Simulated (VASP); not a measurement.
Data:

```
Te
1.0
    2.19847    -3.80786     0.00000
    2.19847     3.80786     0.00000
    0.00000     0.00000     6.03588
Te
3
Direct
  0.00000   0.27357   0.66667
  0.72643   0.72643   0.00000
  0.27357   0.00000   0.33333
```

The numbers are results of MS2 meta-GGA, VASP's PBE PAW potentials (set 64) (plane waves; VASP), not measurements. Numerical set-up: 520 eV cut-off, 6×6×4 Γ-centred mesh, Gaussian smearing of 0.050 eV, potentials Te.

### Question
The ions and cell shape at fixed volume are relaxed. Give the cell that the relaxation ends in.

### Answer

```
Te
1.0
    2.21717    -3.84025     0.00000
    2.21717     3.84025     0.00000
    0.00000     0.00000     5.93450
Te
3
Direct
  0.00000   0.26861   0.66667
  0.73139   0.73139   0.00000
  0.26861   0.00000   0.33333
```
Space group P3_121 (152), at a tolerance of 0.03 Å.

### Question
How much energy does the relaxation gain?

### Answer
The energy (σ→0) changes by -3.4 meV/atom, in 6 ionic steps.

The compound is Te in the trig structure. This cell is one point of a volume scan, at 1.03 of the reference volume. Symmetry was kept, so distortions that lower it aren't found.
